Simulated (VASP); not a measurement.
The system is AlN.

```
Al N
1.0
     3.11300    0.00000    0.00000
    -1.55650    2.69594    0.00000
     0.00000    0.00000    4.98100
Al N
2 2
Direct
  0.33333 0.66667 0.00000
  0.66667 0.33333 0.50000
  0.33333 0.66667 0.38000
  0.66667 0.33333 0.88000
```

- Program: VASP 6.6.1
- Task: relaxation of cell and atoms
- Functional: PBE
- Potentials or basis: VASP PAW PBE potentials, release 64 (Al, N)
- Cutoff: 520 eV
- k mesh: 18 × 18 × 10
- Occupations: gaussian, width 0.02 eV
- Spin: no spin polarisation

At the start: pressure 3.5 GPa; volume 10.45 Å³/atom.

How do energy, volume and symmetry change on relaxing?

Over 8 steps the energy falls by 2.2 meV/atom and the volume is 10.63 Å³/atom (+1.7 %); space group P6_3mc (No. 186, to 0.05 Å).

Step by step:
```csv
step,energy change (eV),largest force (eV/Å),pressure (GPa),volume (Å³)
1,0.0000,0.1289,3.46,41.80
2,-0.0019,0.0913,-2.90,43.18
3,-0.0088,0.0034,0.00,42.52
4,-0.0088,0.0059,0.07,42.51
5,-0.0088,0.0066,0.05,42.51
6,-0.0088,0.0070,0.04,42.51
7,-0.0088,0.0022,-0.02,42.53
8,-0.0088,0.0007,0.00,42.52
```

Final structure:
```xyz
4
Lattice="3.1286 0.0000 0.0000 -1.5643 2.7094 0.0000 0.0000 0.0000 5.0165" Properties=species:S:1:pos:R:3 pbc="T T T"
Al    0.0000    1.8063    5.0127
Al    1.5643    0.9031    2.5045
N     0.0000    1.8063    1.9100
N     1.5643    0.9031    4.4182
```
